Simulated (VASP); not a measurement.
Fe:

```
Fe
1.0
    -1.44300    1.44300    1.44300
     1.44300   -1.44300    1.44300
     1.44300    1.44300   -1.44300
Fe
1
Direct
  0.00000 0.00000 0.00000
```

| Item | Value |
| --- | --- |
| Program | VASP 6.6.1 |
| Task | relaxation of cell and atoms |
| Functional | r2SCAN |
| Potentials or basis | VASP PAW PBE potentials, release 64 (Fe) |
| Cutoff | 600 eV |
| k mesh | 18 × 18 × 18 |
| Occupations | methfessel-paxton, width 0.1 eV |
| Spin | collinear spin, ferromagnetic start |
| Starting moments | [4.0] μB |

At the start: pressure -4.7 GPa; volume 12.02 Å³/atom.

Q: How do energy, volume and symmetry change on relaxing?

A: Over 3 steps the energy falls by 5.1 meV/atom and the volume is 11.70 Å³/atom (-2.7 %); space group Im-3m (No. 229, to 0.05 Å); moment 2.62 μB per cell.

Step by step:
```csv
step,energy change (eV),largest force (eV/Å),pressure (GPa),volume (Å³)
1,0.0000,0.0000,-4.71,12.02
2,-0.0002,0.0000,5.65,11.41
3,-0.0051,0.0000,0.04,11.70
```

Final structure:
```
Fe
1.0
    -1.43008    1.43008    1.43008
     1.43008   -1.43008    1.43008
     1.43008    1.43008   -1.43008
Fe
1
Direct
  0.00000 0.00000 0.00000
```

Caveat: the PAW data sets were made with another functional, which shifts forces and pressure a little.
